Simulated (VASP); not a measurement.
# BiP2 (Fm-3m) in VASP: single point with r2SCAN

Aim: the single point of BiP2 with r2SCAN.

Everything below comes from runs of VASP 6.6.1. Logs are shortened: lines on timing, memory, paths and dates and some standing lists are left out, and cuts for length are marked.

### 1 Starting point

Symmetry: Fm-3m, No. 225, cubic system. The conventional cell has a = 6.178 Å, b = 6.178 Å, c = 6.178 Å, α = 90.00°, β = 90.00°, γ = 90.00°. Bi (site symmetry m-3m) has 8 P at 2.68 Å as nearest neighbours. Around P (site symmetry -43m) lie 4 Bi at 2.68 Å.

The cell was built by a generator and needn't be a form met in nature.

### 2 Single point, r2SCAN

Contents of POSCAR:

```
BiP2
1.0
    0.0000000000      3.0890760000      3.0890760000
    3.0890760000      0.0000000000      3.0890760000
    3.0890760000      3.0890760000      0.0000000000
Bi P
1 2
Direct
    0.0000000000      0.0000000000      0.0000000000
    0.2500000000      0.2500000000      0.2500000000
    0.7500000000      0.7500000000      0.7500000000
```

Contents of INCAR.step1:

```
  ALGO = Normal
  EDIFF = 1E-4
  ENCUT = 520
  GGA = PE
  ISMEAR = -5
  LASPH = T
  LCHARG = F
  LREAL = F
  LWAVE = T
  NBANDS = 20
  NELM = 100
  PREC = Accurate
  SIGMA = 0.0284
```

Contents of INCAR.step2:

```
  ALGO = Normal
  EDIFF = 1E-6
  ENCUT = 520
  ISIF = 2
  ISMEAR = 0
  ISTART = 1
  LASPH = T
  LCHARG = F
  LMIXTAU = T
  LORBIT = 11
  LREAL = F
  LWAVE = F
  METAGGA = R2SCAN
  NBANDS = 20
  NELM = 100
  PREC = Accurate
  SIGMA = 0.0284
```

Contents of KPOINTS:

```
k-points
0
Gamma
  7 7 7
```

Potentials or basis: VASP PAW PBE potentials, release 64 (Bi_d, P).

Run with:

```console
$ cat potpaw_PBE.64/Bi_d/POTCAR potpaw_PBE.64/P/POTCAR > POTCAR
$ cp INCAR.step1 INCAR
$ mpirun -np 1 vasp_std > vasp.out
$ cp INCAR.step2 INCAR
$ mpirun -np 1 vasp_std > vasp.out
```

OUTCAR:

```text
EDIFF = 1E-6
   ENCUT = 520
   ISIF = 2
   ISMEAR = 0
   ISTART = 1
   LASPH = T
   LORBIT = 11
   LREAL = F
   METAGGA = R2SCAN
   NELM = 100
   PREC = Accurate

 ion  position               nearest neighbor table
   1  0.000  0.000  0.000-   3 2.68   3 2.68   3 2.68   2 2.68   2 2.68   2 2.68   3 2.68   2 2.68

   2  0.250  0.250  0.250-   1 2.68   1 2.68   1 2.68   1 2.68
   3  0.750  0.750  0.750-   1 2.68   1 2.68   1 2.68   1 2.68

  LATTYP: Found a face centered cubic cell.
 ALAT       =     6.1781520000

  Lattice vectors:

 A1 = (   0.0000000000,   3.0890760000,   3.0890760000)
 A2 = (   3.0890760000,   0.0000000000,   3.0890760000)
 A3 = (   3.0890760000,   3.0890760000,   0.0000000000)

Analysis of symmetry for initial positions (statically):
=====================================================================
 Subroutine PRICEL returns:
 Original cell was already a primitive cell.

 Routine SETGRP: Setting up the symmetry group for a
 face centered cubic supercell.

 Subroutine GETGRP returns: Found 48 space group operations
 (whereof 48 operations were pure point group operations)
 out of a pool of 48 trial point group operations.

The static configuration has the point symmetry O_h .

Analysis of symmetry for dynamics (positions and initial velocities):
=====================================================================
 Subroutine PRICEL returns:
 Original cell was already a primitive cell.

 Routine SETGRP: Setting up the symmetry group for a
 face centered cubic supercell.

 Subroutine GETGRP returns: Found 48 space group operations
 (whereof 48 operations were pure point group operations)
 out of a pool of 48 trial point group operations.

The dynamic configuration has the point symmetry O_h .

 Subroutine INISYM returns: Found 48 space group operations
 (whereof 48 operations are pure point group operations),
 and found     1 'primitive' translations

----------------------------------------------------------------------------------------

                                     Primitive cell

  volume of cell :      58.9543

  direct lattice vectors                    reciprocal lattice vectors
     0.000000000  3.089076000  3.089076000    -0.161860699  0.161860699  0.161860699
     3.089076000  0.000000000  3.089076000     0.161860699 -0.161860699  0.161860699
     3.089076000  3.089076000  0.000000000     0.161860699  0.161860699 -0.161860699

  length of vectors
     4.368613174  4.368613174  4.368613174     0.280350954  0.280350954  0.280350954

  position of ions in fractional coordinates (direct lattice)
     0.000000000  0.000000000  0.000000000
     0.250000000  0.250000000  0.250000000
     0.750000000  0.750000000  0.750000000

  ion indices of the primitive-cell ions
   primitive index   ion index
                 1           1
                 2           2
                 3           3

----------------------------------------------------------------------------------------

 KPOINTS: k-points

Automatic generation of k-mesh.
 Grid dimensions read from file:
 generate k-points for:    7    7    7

 Generating k-lattice:

  Cartesian coordinates                     Fractional coordinates (reciprocal lattice)
    -0.023122957  0.023122957  0.023122957     0.142857143  0.000000000  0.000000000
     0.023122957 -0.023122957  0.023122957     0.000000000  0.142857143  0.000000000
     0.023122957  0.023122957 -0.023122957     0.000000000  0.000000000  0.142857143

  Length of vectors
     0.040050136  0.040050136  0.040050136

  Shift w.r.t. Gamma in fractional coordinates (k-lattice)
     0.000000000  0.000000000  0.000000000

 Subroutine IBZKPT returns following result:
 ===========================================

 Found     20 irreducible k-points:

 Following reciprocal coordinates:
            Coordinates               Weight
  0.000000  0.000000  0.000000      1.000000
  0.142857  0.000000  0.000000      8.000000
  0.285714  0.000000  0.000000      8.000000
  0.428571  0.000000  0.000000      8.000000
  0.142857  0.142857  0.000000      6.000000
  0.285714  0.142857  0.000000     24.000000
[... 12 lines left out ...]
 -0.428571  0.428571  0.142857     24.000000
 -0.285714  0.428571  0.142857     24.000000
   k-points           NKPTS =     20   k-points in BZ     NKDIM =     20   number of bands    NBANDS=     20
   number of dos      NEDOS =    301   number of ions     NIONS =      3
   total plane-waves  NPLWV =  32768
   dimension x,y,z NGX =    32 NGY =   32 NGZ =   32
   dimension x,y,z NGXF=    64 NGYF=   64 NGZF=   64
   ions per type =               1   2
   NGX,Y,Z   is equivalent  to a cutoff of  12.18, 12.18, 12.18 a.u.
   NGXF,Y,Z  is equivalent  to a cutoff of  24.35, 24.35, 24.35 a.u.
 SYSTEM =  unknown system
   PREC   = accura    normal or accurate (medium, high low for compatibility)
   ISTART =      1    job   : 0-new  1-cont  2-samecut
   ICHARG =      0    charge: 1-file 2-atom 10-const
   ISPIN  =      1    spin polarized calculation?
   LNONCOLLINEAR =      F non collinear calculations
   LSORBIT =      F    spin-orbit coupling
   LASPH  =      T    aspherical Exc in radial PAW
   ENCUT  =  520.0 eV  38.22 Ry    6.18 a.u.   8.12  8.12  8.12*2*pi/ulx,y,z
   NELM   =    100;   NELMIN=  2; NELMDL=  0     # of ELM steps
   EDIFF  = 0.1E-05   stopping-criterion for ELM
   LREAL  =      F    real-space projection
[... 7 lines left out ...]
   TEBEG  =    0.0;   TEEND  =   0.0 temperature during run
   PSTRESS=    0.0 pullay stress
   NELECT =      25.0000    total number of electrons
   NUPDOWN=      -1.0000    fix difference up-down
   EMIN   =  10.00;   EMAX   =-10.00  energy-range for DOS
   EFERMI =   0.00;   METHOD = LEGACY
   ISMEAR =     0;   SIGMA  =   0.03  broadening in eV -4-tet -1-fermi 0-gaus
   EFERMI_NEDOS =   21; number of points for ismear=-14 and -15
   IALGO  =     38    algorithm
   IMIX   =      4    mixing-type and parameters
     AMIX     =   0.40;   BMIX     =  1.00
     AMIX_MAG =   1.60;   BMIX_MAG =  1.00
  volume/ion in A,a.u.               =      19.65       132.61
  Fermi-wavevector in a.u.,A,eV,Ry     =   1.229937  2.324244 20.582150  1.512745
  Thomas-Fermi vector in A             =   2.364805
   LORBIT       =     11    0 simple, 1 ext, 2 COOP (PROOUT), +10 PAW based schemes
   METAGGA = R2SCAN    functional components
   LHFCALC =     F    Hartree Fock is set to
   AEXX    =    0.0000 exact exchange contribution
   IVDW    =     0    specifies the selected vdW correction
   LEPSILON=     F    determine dielectric tensor
   LRPA    =     F    only Hartree local field effects (RPA)
 non-spin polarized calculation
 Gauss-broadening in eV      SIGMA  =   0.03
  energy-cutoff  :      520.00
  volume of cell :       58.95
 maximum number of plane-waves:      1600
   NGX = 17   NGY = 17   NGZ = 17

 number of electron      25.0000000 magnetization

 Free energy of the ion-electron system (eV)
  ---------------------------------------------------
  ext. energy  EPLUGINS =         0.00000000
  ---------------------------------------------------
  free energy    TOTEN  =       -72.63665653 eV

  energy without entropy =      -72.63553294  energy(sigma->0) =      -72.63609474

 E-fermi :   8.7399     XC(G=0): -11.4574

 val. band max:        8.6258469215   @ k =   0.1429   0.0000   0.0000
 cond. band min:       8.7409736669   @ k =   0.2857   0.1429   0.0000
 fundamental gap:      0.1151267454
 Fermi energy:         8.7399044417

 k-point     1 :       0.0000    0.0000    0.0000
  band No.  band energies     occupation
      1     -15.1941      2.00000
      2     -15.1941      2.00000
      3     -15.1941      2.00000
      4     -15.0920      2.00000
      5     -15.0920      2.00000
      6      -7.6179      2.00000
[... 12 lines left out ...]
     19      13.9510      0.00000
     20      16.4570      0.00000

 k-point     2 :       0.1429    0.0000    0.0000
  band No.  band energies     occupation
      1     -15.1963      2.00000
      2     -15.1902      2.00000
      3     -15.1902      2.00000
      4     -15.0916      2.00000
      5     -15.0916      2.00000
      6      -7.3861      2.00000
[... 12 lines left out ...]
     19      14.8076      0.00000
     20      17.2219      0.00000

 k-point     3 :       0.2857    0.0000    0.0000
  band No.  band energies     occupation
      1     -15.2015      2.00000
      2     -15.1822      2.00000
      3     -15.1822      2.00000
      4     -15.0903      2.00000
      5     -15.0903      2.00000
      6      -6.7072      2.00000
[... 12 lines left out ...]
     19      16.7340      0.00000
     20      17.4434      0.00000

 k-point     4 :       0.4286    0.0000    0.0000
  band No.  band energies     occupation
      1     -15.2061      2.00000
      2     -15.1765      2.00000
      3     -15.1764      2.00000
      4     -15.0883      2.00000
      5     -15.0883      2.00000
      6      -5.7448      2.00000
[... 337 lines left out ...]
 k-point    19 :      -0.4286    0.4286    0.1429
  band No.  band energies     occupation
      1     -15.2171      2.00000
      2     -15.1699      2.00000
      3     -15.1555      2.00000
      4     -15.0997      2.00000
      5     -15.0818      2.00000
      6      -4.6841      2.00000
[... 12 lines left out ...]
     19      17.0222      0.00000
     20      18.4524      0.00000

 k-point    20 :      -0.2857    0.4286    0.1429
  band No.  band energies     occupation
      1     -15.2014      2.00000
      2     -15.1850      2.00000
      3     -15.1558      2.00000
      4     -15.0968      2.00000
      5     -15.0845      2.00000
      6      -4.2807      2.00000
[... 12 lines left out ...]
     19      18.2313      0.00000
     20      19.1527      0.00000

------------------------ aborting loop because EDIFF is reached ----------------------------------------

  FORCE on cell =-STRESS in cart. coord.  units (eV):
  Direction    XX          YY          ZZ          XY          YZ          ZX
  --------------------------------------------------------------------------------------
  -------------------------------------------------------------------------------------
  Total        9.3063162      9.3063162      9.3063162     -0.0000000     -0.0000000     -0.0000000
  in kB      252.9138482    252.9138482    252.9138482     -0.0000000     -0.0000000     -0.0000000
  external PRESSURE =     252.9138482 kB  Pullay stress =       0.0000000 kB

 VOLUME and BASIS-vectors are now :
 -----------------------------------------------------------------------------
  energy-cutoff  :      520.00
  volume of cell :       58.95
      direct lattice vectors                 reciprocal lattice vectors
     0.000000000  3.089076000  3.089076000    -0.161860699  0.161860699  0.161860699
     3.089076000  0.000000000  3.089076000     0.161860699 -0.161860699  0.161860699
     3.089076000  3.089076000  0.000000000     0.161860699  0.161860699 -0.161860699

 POSITION                                       TOTAL-FORCE (eV/Angst)
 -----------------------------------------------------------------------------------
      0.00000      0.00000      0.00000         0.000000      0.000000      0.000000
      1.54454      1.54454      1.54454        -0.000000     -0.000000     -0.000000
      4.63361      4.63361      4.63361         0.000000      0.000000      0.000000
 -----------------------------------------------------------------------------------
    total drift:                                0.000000     -0.000000      0.000000

  FREE ENERGIE OF THE ION-ELECTRON SYSTEM (eV)
  ---------------------------------------------------
  free  energy   TOTEN  =       -72.6366565341 eV

  energy  without entropy=      -72.6355329409  energy(sigma->0) =      -72.63609474

 total charge

# of ion       s       p       d       tot
------------------------------------------
    1        1.528   1.310  10.080  12.918
    2        1.131   1.347   0.000   2.478
    3        1.131   1.347   0.000   2.478
--------------------------------------------------
tot          3.789   4.005  10.080  17.874
```

It took 49 s on 1 thread of Intel Xeon Platinum 8488C (Sapphire Rapids), shared host; peak memory 0.18 GiB.

Results:

| Quantity | Value |
| --- | --- |
| Free energy | -72.6367 eV |
| Pressure | 25.3 GPa |
| Band gap on the k mesh | none (metal or under the smearing width) |
| Valence electrons inside the program's atomic spheres | Bi 12.92; P 2.48 |

Caveat: so large a pressure means that the cell lies far from this level's equilibrium, or that cutoff or potentials fall short; the potentials were made for another functional, which shifts forces and pressure; spin-orbit coupling is left out, which moves the levels of the heavy elements.
